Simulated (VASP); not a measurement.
VASP ran on this input.

**POSCAR**
```
SrTe
1.0
  0.0000000000   3.3798093158   3.3798093158
  3.3798093158   0.0000000000   3.3798093158
  3.3798093158   3.3798093158   0.0000000000
Sr Te
1 1
Direct
  0.0000000000   0.0000000000   1.0000000000
  0.2500000000   0.2500000000   0.2500000000
```

INCAR:
```
SYSTEM = SrTe
PREC = Accurate
ENCUT = 500
EDIFF = 1E-6
NELM = 100
ALGO = Normal
LREAL = .FALSE.
LASPH = .TRUE.
ISMEAR = 0
SIGMA = 0.05
GGA = PS
LMAXMIX = 4
LWAVE = .FALSE.
LCHARG = .FALSE.
IBRION = 2
ISIF = 3
NSW = 40
EDIFFG = -0.02
PSTRESS = 100
```

File KPOINTS:
```
Automatic mesh
0
Gamma
 7 7 7
```

POTCAR, in this order: Sr_sv Te (PBE.64 set). Program: vasp_std.

Problem. Write an equivalent input for Ansatz.

Solution. One equivalent input (not run):
Ansatz 0.2 input:
```yaml
crystal:
  lattice:
    - [0.0000000, 3.3798093, 3.3798093]
    - [3.3798093, 0.0000000, 3.3798093]
    - [3.3798093, 3.3798093, 0.0000000]
  atoms:
    - { symbol: Sr, position: [0.0000000, 0.0000000, 1.0000000] }
    - { symbol: Te, position: [0.2500000, 0.2500000, 0.2500000] }
kpoints:
  mp_grid: { grid: [7, 7, 7] }
hamiltonian:
  xc: pbesol
  pseudopotentials: { kind: paw }
scf:
  occupations: { method: gaussian, width: 0.05 }
  max_iter: 100
relax:
  max_steps: 40
  f_tol: 0.02
  cell: { p_target: 10 }
output: { forces: true, stress: true, eigenvalues: true }
```
The two are equivalent in intent, not identical: each code has its own PAW files, so the cut-off isn't converted (ENCUT is set for VASP's; basis.ecutwfc is left out, and Ansatz then takes the one that its files recommend); Ansatz stops its SCF on the density residual and VASP on the energy change (EDIFF).

The structure was generated: SrTe was put into the zinc blende type (F-43m), which need not be its known phase. It was relaxed first under an external pressure of 10 GPa.
